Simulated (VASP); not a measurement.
A run of VASP 6.6.1:

The input INCAR:

```
SYSTEM = Sn
  PREC = Accurate
  ENCUT = 600
  EDIFF = 1E-6
  ISMEAR = 0
  SIGMA = 0.03
  LREAL = .False.
  LASPH = .True.
  NELM = 80
  ALGO = Normal
  ISIF = 3
  LWAVE = .False.
  LCHARG = .False.
  GGA = PS
  IBRION = 2
  NSW = 90
  EDIFFG = -0.01
```

KPOINTS

```
Automatic mesh
0
Gamma
  10 10 10
  0 0 0
```

POSCAR

```
Sn
1.0
    0.0000000000      3.2333428000      3.2333428000
    3.2333428000      0.0000000000      3.2333428000
    3.2333428000      3.2333428000      0.0000000000
Sn
2
Direct
    0.0000000000      0.0000000000      0.0000000000
    0.2500000000      0.2500000000      0.2500000000
```

Potentials or basis: VASP PAW PBE potentials, release 64 (Sn_d).

Launch:

```sh
$ cat potpaw_PBE.64/Sn_d/POTCAR > POTCAR
$ mpirun -np 1 vasp_std > vasp.out
```

Hardware: 1 thread of Intel(R) Xeon(R) Platinum 8559C (Emerald Rapids), with other jobs on the host.

Problem. How long does it take, and how much memory?

Solution. It took 110 s on 1 thread of Intel(R) Xeon(R) Platinum 8559C (Emerald Rapids) (shared host), peak memory 0.27 GiB. Counts: scf iterations 26, k points 47, ion steps 3.
